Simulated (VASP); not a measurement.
# BaIr (Fm-3m) in VASP: single point with r2SCAN

Aim: the single point of BaIr with r2SCAN.

All numbers are computed with VASP 6.6.1; they aren't measurements. Logs are shortened: lines on timing, memory, paths and dates and some standing lists are left out, and cuts for length are marked.

### 1 The structure

The structure is cubic, space group Fm-3m (No. 225). Conventional cell: a = 5.870 Å, b = 5.870 Å, c = 5.870 Å, α = 90.00°, β = 90.00°, γ = 90.00°. Ir (site symmetry m-3m) is surrounded by 6 Ba at 2.94 Å. Around Ba (site symmetry m-3m) lie 6 Ir at 2.94 Å.

The cell was built by a generator and needn't be a form met in nature.

### 2 Single point, r2SCAN

File POSCAR:

```
BaIr
1.0
    0.0000000000      2.9350687600      2.9350687600
    2.9350687600      0.0000000000      2.9350687600
    2.9350687600      2.9350687600      0.0000000000
Ir Ba
1 1
Direct
    0.0000000000      0.0000000000      0.0000000000
    0.5000000000      0.5000000000      0.5000000000
```

File INCAR.step1:

```
ALGO = Normal
EDIFF = 1E-4
ENCUT = 520
GGA = PE
ISMEAR = -1
LASPH = True
LCHARG = False
LREAL = False
LWAVE = True
NBANDS = 16
NELM = 100
PREC = Accurate
SIGMA = 0.0952
```

File INCAR.step2:

```
ALGO = Normal
EDIFF = 1E-6
ENCUT = 520
ISIF = 2
ISMEAR = -1
ISTART = 1
LASPH = True
LCHARG = False
LMIXTAU = True
LREAL = False
LWAVE = False
METAGGA = R2SCAN
NBANDS = 16
NELM = 100
PREC = Accurate
SIGMA = 0.0952
```

File KPOINTS:

```
k-points
0
Gamma
  10 10 10
```

Potentials or basis: VASP PAW PBE potentials, release 64 (Ir, Ba_sv).

The run is started by

```bash
> cat potpaw_PBE.64/Ir/POTCAR potpaw_PBE.64/Ba_sv/POTCAR > POTCAR
> cp INCAR.step1 INCAR
> mpirun -np 1 vasp_std > vasp.out
> cp INCAR.step2 INCAR
> mpirun -np 1 vasp_std > vasp.out
```

OUTCAR:

```text
EDIFF = 1E-6
   ENCUT = 520
   ISIF = 2
   ISMEAR = -1
   ISTART = 1
   LASPH = True
   LREAL = False
   METAGGA = R2SCAN
   NELM = 100
   PREC = Accurate

 ion  position               nearest neighbor table
   1  0.000  0.000  0.000-   2 2.94   2 2.94   2 2.94   2 2.94   2 2.94   2 2.94
   2  0.500  0.500  0.500-   1 2.94   1 2.94   1 2.94   1 2.94   1 2.94   1 2.94

  LATTYP: Found a face centered cubic cell.
 ALAT       =     5.8701375200

  Lattice vectors:

 A1 = (   0.0000000000,   2.9350687600,   2.9350687600)
 A2 = (   2.9350687600,   0.0000000000,   2.9350687600)
 A3 = (   2.9350687600,   2.9350687600,   0.0000000000)

Analysis of symmetry for initial positions (statically):
=====================================================================
 Subroutine PRICEL returns:
 Original cell was already a primitive cell.

 Routine SETGRP: Setting up the symmetry group for a
 face centered cubic supercell.

 Subroutine GETGRP returns: Found 48 space group operations
 (whereof 48 operations were pure point group operations)
 out of a pool of 48 trial point group operations.

The static configuration has the point symmetry O_h .

Analysis of symmetry for dynamics (positions and initial velocities):
=====================================================================
 Subroutine PRICEL returns:
 Original cell was already a primitive cell.

 Routine SETGRP: Setting up the symmetry group for a
 face centered cubic supercell.

 Subroutine GETGRP returns: Found 48 space group operations
 (whereof 48 operations were pure point group operations)
 out of a pool of 48 trial point group operations.

The dynamic configuration has the point symmetry O_h .

 Subroutine INISYM returns: Found 48 space group operations
 (whereof 48 operations are pure point group operations),
 and found     1 'primitive' translations

----------------------------------------------------------------------------------------

                                     Primitive cell

  volume of cell :      50.5691

  direct lattice vectors                    reciprocal lattice vectors
     0.000000000  2.935068760  2.935068760    -0.170353760  0.170353760  0.170353760
     2.935068760  0.000000000  2.935068760     0.170353760 -0.170353760  0.170353760
     2.935068760  2.935068760  0.000000000     0.170353760  0.170353760 -0.170353760

  length of vectors
     4.150814047  4.150814047  4.150814047     0.295061368  0.295061368  0.295061368

  position of ions in fractional coordinates (direct lattice)
     0.000000000  0.000000000  0.000000000
     0.500000000  0.500000000  0.500000000

  ion indices of the primitive-cell ions
   primitive index   ion index
                 1           1
                 2           2

----------------------------------------------------------------------------------------

 KPOINTS: k-points

Automatic generation of k-mesh.
 Grid dimensions read from file:
 generate k-points for:   10   10   10

 Generating k-lattice:

  Cartesian coordinates                     Fractional coordinates (reciprocal lattice)
    -0.017035376  0.017035376  0.017035376     0.100000000  0.000000000  0.000000000
     0.017035376 -0.017035376  0.017035376     0.000000000  0.100000000  0.000000000
     0.017035376  0.017035376 -0.017035376     0.000000000  0.000000000  0.100000000

  Length of vectors
     0.029506137  0.029506137  0.029506137

  Shift w.r.t. Gamma in fractional coordinates (k-lattice)
     0.000000000  0.000000000  0.000000000

 Subroutine IBZKPT returns following result:
 ===========================================

 Found     47 irreducible k-points:

 Following reciprocal coordinates:
            Coordinates               Weight
  0.000000  0.000000  0.000000      1.000000
  0.100000  0.000000  0.000000      8.000000
  0.200000  0.000000  0.000000      8.000000
  0.300000  0.000000  0.000000      8.000000
  0.400000  0.000000  0.000000      8.000000
  0.500000  0.000000  0.000000      4.000000
[... 16 lines left out ...]
  0.300000  0.300000  0.000000      6.000000
  0.400000  0.300000  0.000000     24.000000
 [... further k-points ...]
   k-points           NKPTS =     47   k-points in BZ     NKDIM =     47   number of bands    NBANDS=     16
   number of dos      NEDOS =    301   number of ions     NIONS =      2
   total plane-waves  NPLWV =  32768
   dimension x,y,z NGX =    32 NGY =   32 NGZ =   32
   dimension x,y,z NGXF=    64 NGYF=   64 NGZF=   64
   ions per type =               1   1
   NGX,Y,Z   is equivalent  to a cutoff of  12.82, 12.82, 12.82 a.u.
   NGXF,Y,Z  is equivalent  to a cutoff of  25.63, 25.63, 25.63 a.u.
 SYSTEM =  unknown system
   PREC   = accura    normal or accurate (medium, high low for compatibility)
   ISTART =      1    job   : 0-new  1-cont  2-samecut
   ICHARG =      0    charge: 1-file 2-atom 10-const
   ISPIN  =      1    spin polarized calculation?
   LNONCOLLINEAR =      F non collinear calculations
   LSORBIT =      F    spin-orbit coupling
   LASPH  =      T    aspherical Exc in radial PAW
   ENCUT  =  520.0 eV  38.22 Ry    6.18 a.u.   7.72  7.72  7.72*2*pi/ulx,y,z
   NELM   =    100;   NELMIN=  2; NELMDL=  0     # of ELM steps
   EDIFF  = 0.1E-05   stopping-criterion for ELM
   LREAL  =      F    real-space projection
   EDIFFG = 0.1E-04   stopping-criterion for IOM
   NSW    =      0    number of steps for IOM
   IBRION =     -1    ionic relax: 0-MD 1-quasi-New 2-CG
   NFREE  =      0    steps in history (QN), initial steepest desc. (CG)
   ISIF   =      2    stress and relaxation
   ISYM   =      2    0-nonsym 1-usesym 2-fastsym
   POTIM  = 0.5000    time-step for ionic-motion
   TEBEG  =    0.0;   TEEND  =   0.0 temperature during run
   PSTRESS=    0.0 pullay stress
   NELECT =      19.0000    total number of electrons
   NUPDOWN=      -1.0000    fix difference up-down
   EMIN   =  10.00;   EMAX   =-10.00  energy-range for DOS
   EFERMI =   0.00;   METHOD = LEGACY
   ISMEAR =    -1;   SIGMA  =   0.10  broadening in eV -4-tet -1-fermi 0-gaus
   EFERMI_NEDOS =   21; number of points for ismear=-14 and -15
   IALGO  =     38    algorithm
   IMIX   =      4    mixing-type and parameters
     AMIX     =   0.40;   BMIX     =  1.00
     AMIX_MAG =   1.60;   BMIX_MAG =  1.00
  volume/ion in A,a.u.               =      25.28       170.63
  Fermi-wavevector in a.u.,A,eV,Ry     =   1.181311  2.232355 18.986886  1.395497
  Thomas-Fermi vector in A             =   2.317587
   LORBIT       =      0    0 simple, 1 ext, 2 COOP (PROOUT), +10 PAW based schemes
   METAGGA = R2SCAN    functional components
   LHFCALC =     F    Hartree Fock is set to
   AEXX    =    0.0000 exact exchange contribution
   IVDW    =     0    specifies the selected vdW correction
   LEPSILON=     F    determine dielectric tensor
   LRPA    =     F    only Hartree local field effects (RPA)
 non-spin polarized calculation
  energy-cutoff  :      520.00
  volume of cell :       50.57
 maximum number of plane-waves:      1380
   NGX = 15   NGY = 15   NGZ = 15

 number of electron      19.0000001 magnetization

 Free energy of the ion-electron system (eV)
  ---------------------------------------------------
  ext. energy  EPLUGINS =         0.00000000
  ---------------------------------------------------
  free energy    TOTEN  =       -76.95114898 eV

  energy without entropy =      -76.89710746  energy(sigma->0) =      -76.92412822

 E-fermi :   3.9319     XC(G=0): -11.2898

 val. band max:        3.9221930699   @ k =  -0.4000   0.3000   0.1000
 cond. band min:       3.9375587580   @ k =  -0.3000   0.5000   0.2000
 fundamental gap:      0.0153656881
 Fermi energy:         3.9318605817

 k-point     1 :       0.0000    0.0000    0.0000
  band No.  band energies     occupation
      1     -23.4755      2.00000
      2      -7.9816      2.00000
      3      -7.9816      2.00000
      4      -7.9816      2.00000
      5       0.3206      2.00000
      6       1.6877      2.00000
[... 8 lines left out ...]
     15      13.4606      0.00000
     16      13.4606      0.00000

 k-point     2 :       0.1000    0.0000    0.0000
  band No.  band energies     occupation
      1     -23.4605      2.00000
      2      -8.1374      2.00000
      3      -8.0211      2.00000
      4      -8.0211      2.00000
      5       0.6223      2.00000
      6       1.8391      2.00000
[... 8 lines left out ...]
     15      12.1300      0.00000
     16      12.3130      0.00000

 k-point     3 :       0.2000    0.0000    0.0000
  band No.  band energies     occupation
      1     -23.4208      2.00000
      2      -8.5122      2.00000
      3      -8.1214      2.00000
      4      -8.1214      2.00000
      5       1.3897      2.00000
      6       2.0650      2.00000
[... 8 lines left out ...]
     15      11.4571      0.00000
     16      12.5255      0.00000

 k-point     4 :       0.3000    0.0000    0.0000
  band No.  band energies     occupation
      1     -23.3711      2.00000
      2      -8.9257      2.00000
      3      -8.2396      2.00000
      4      -8.2396      2.00000
      5       2.1242      2.00000
      6       2.5477      2.00000
[... 8 lines left out ...]
     15      11.2196      0.00000
     16      12.6448      0.00000

 k-point     5 :       0.4000    0.0000    0.0000
  band No.  band energies     occupation
      1     -23.3302      2.00000
      2      -9.2301      2.00000
      3      -8.3311      2.00000
      4      -8.3311      2.00000
      5       2.5818      2.00000
      6       2.9036      1.99996
[... 8 lines left out ...]
     15      11.0703      0.00000
     16      12.9590      0.00000

 k-point     6 :       0.5000    0.0000    0.0000
  band No.  band energies     occupation
      1     -23.3145      2.00000
      2      -9.3407      2.00000
      3      -8.3652      2.00000
      4      -8.3652      2.00000
      5       2.8322      1.99998
      6       3.0549      1.99980
[... 8 lines left out ...]
     15      11.0086      0.00000
     16      13.3731      0.00000

 k-point     7 :       0.1000    0.1000    0.0000
  band No.  band energies     occupation
      1     -23.4559      2.00000
      2      -8.1940      2.00000
      3      -8.0241      2.00000
      4      -8.0241      2.00000
      5       0.6577      2.00000
      6       1.7218      2.00000
[... 8 lines left out ...]
     15      12.7366      0.00000
     16      13.7924      0.00000

 k-point     8 :       0.2000    0.1000    0.0000
  band No.  band energies     occupation
      1     -23.4255      2.00000
      2      -8.4643      2.00000
      3      -8.1084      2.00000
      4      -8.0954      2.00000
      5       1.1287      2.00000
      6       1.7114      2.00000
[... 8 lines left out ...]
     15      12.8105      0.00000
     16      13.2668      0.00000

 k-point     9 :       0.3000    0.1000    0.0000
  band No.  band energies     occupation
      1     -23.3805      2.00000
      2      -8.8153      2.00000
      3      -8.2371      2.00000
      4      -8.2035      2.00000
      5       1.7612      2.00000
      6       2.0474      2.00000
[... 8 lines left out ...]
     15      12.0946      0.00000
     16      13.1345      0.00000
[... 172 lines left out ...]
 k-point    19 :       0.5000    0.2000    0.0000
  band No.  band energies     occupation
      1     -23.3126      2.00000
      2      -9.1082      2.00000
      3      -8.4958      2.00000
      4      -8.3625      2.00000
      5       2.0004      2.00000
      6       3.0251      1.99985
[... 8 lines left out ...]
     15      11.5701      0.00000
     16      13.3215      0.00000

 k-point    20 :      -0.4000    0.2000    0.0000
  band No.  band energies     occupation
      1     -23.3077      2.00000
      2      -9.1367      2.00000
      3      -8.5208      2.00000
      4      -8.3857      2.00000
      5       2.5066      2.00000
      6       2.6699      2.00000
[... 8 lines left out ...]
     15      11.7298      0.00000
     16      13.7538      0.00000

 k-point    21 :      -0.3000    0.2000    0.0000
  band No.  band energies     occupation
      1     -23.3257      2.00000
      2      -9.0667      2.00000
      3      -8.4449      2.00000
      4      -8.3563      2.00000
      5       2.1356      2.00000
      6       2.4443      2.00000
[... 8 lines left out ...]
     15      11.8959      0.00000
     16      14.5555      0.00000

 k-point    22 :      -0.2000    0.2000    0.0000
  band No.  band energies     occupation
      1     -23.3594      2.00000
      2      -8.9096      2.00000
      3      -8.3076      2.00000
      4      -8.2840      2.00000
      5       1.7826      2.00000
      6       2.1405      2.00000
[... 8 lines left out ...]
     15      12.0331      0.00000
     16      14.9678      0.00000

 k-point    23 :       0.3000    0.3000    0.0000
  band No.  band energies     occupation
      1     -23.3563      2.00000
      2      -8.8763      2.00000
      3      -8.2428      2.00000
      4      -8.2428      2.00000
      5       1.1434      2.00000
      6       1.5070      2.00000
[... 8 lines left out ...]
     15      14.1434      0.00000
     16      15.0810      0.00000

 k-point    24 :       0.4000    0.3000    0.0000
  band No.  band energies     occupation
      1     -23.3318      2.00000
      2      -8.9444      2.00000
      3      -8.3477      2.00000
      4      -8.3023      2.00000
      5       1.1432      2.00000
      6       1.8069      2.00000
[... 8 lines left out ...]
     15      13.3014      0.00000
     16      14.1711      0.00000

 [... further k-points ...]
[... 5 lines left out ...]
  --------------------------------------------------------------------------------------
  -------------------------------------------------------------------------------------
  Total        3.1784250      3.1784250      3.1784250     -0.0000000      0.0000000      0.0000000
  in kB      100.7019105    100.7019105    100.7019105     -0.0000000      0.0000000      0.0000000
  external PRESSURE =     100.7019105 kB  Pullay stress =       0.0000000 kB

 VOLUME and BASIS-vectors are now :
 -----------------------------------------------------------------------------
  energy-cutoff  :      520.00
  volume of cell :       50.57
      direct lattice vectors                 reciprocal lattice vectors
     0.000000000  2.935068760  2.935068760    -0.170353760  0.170353760  0.170353760
     2.935068760  0.000000000  2.935068760     0.170353760 -0.170353760  0.170353760
     2.935068760  2.935068760  0.000000000     0.170353760  0.170353760 -0.170353760

 POSITION                                       TOTAL-FORCE (eV/Angst)
 -----------------------------------------------------------------------------------
      0.00000      0.00000      0.00000         0.000000     -0.000000      0.000000
      2.93507      2.93507      2.93507        -0.000000      0.000000     -0.000000
 -----------------------------------------------------------------------------------
    total drift:                                0.000000     -0.000000     -0.000000

  FREE ENERGIE OF THE ION-ELECTRON SYSTEM (eV)
  ---------------------------------------------------
  free  energy   TOTEN  =       -76.9511489799 eV

  energy  without entropy=      -76.8971074639  energy(sigma->0) =      -76.92412822
```

Wall time 2.6 min (1 thread of Intel Xeon Platinum 8375C at 2.90GHz (Ice Lake), shared host); peak memory 0.21 GiB.

What came out:

| Quantity | Value |
| --- | --- |
| Free energy | -76.9511 eV |
| Pressure | 10.1 GPa |
| Band gap on the k mesh | none (metal or under the smearing width) |

Levels at points of the mesh, in eV from the Fermi level:
| k point | band 6 | band 7 | band 8 | band 9 | band 10 | band 11 | band 12 | band 13 | band 14 | band 15 |
| --- | --- | --- | --- | --- | --- | --- | --- | --- | --- | --- |
| (0.00, 0.00, 0.00) | -2.24 | -2.24 | -2.10 | -2.10 | -2.10 | 6.82 | 6.82 | 6.82 | 7.90 | 9.53 |
| (0.50, 0.00, 0.00) | -0.88 | -0.88 | -0.06 | 0.03 | 0.03 | 1.32 | 2.57 | 2.57 | 7.08 | 7.08 |
| (0.50, 0.50, 0.00) | -2.49 | -1.71 | -0.95 | -0.47 | -0.47 | 4.24 | 5.63 | 7.54 | 7.54 | 8.21 |

Caveat: the PAW data sets were made with another functional, which shifts forces and pressure a little. Spin-orbit coupling is left out, which matters for the levels of Ba, Ir.
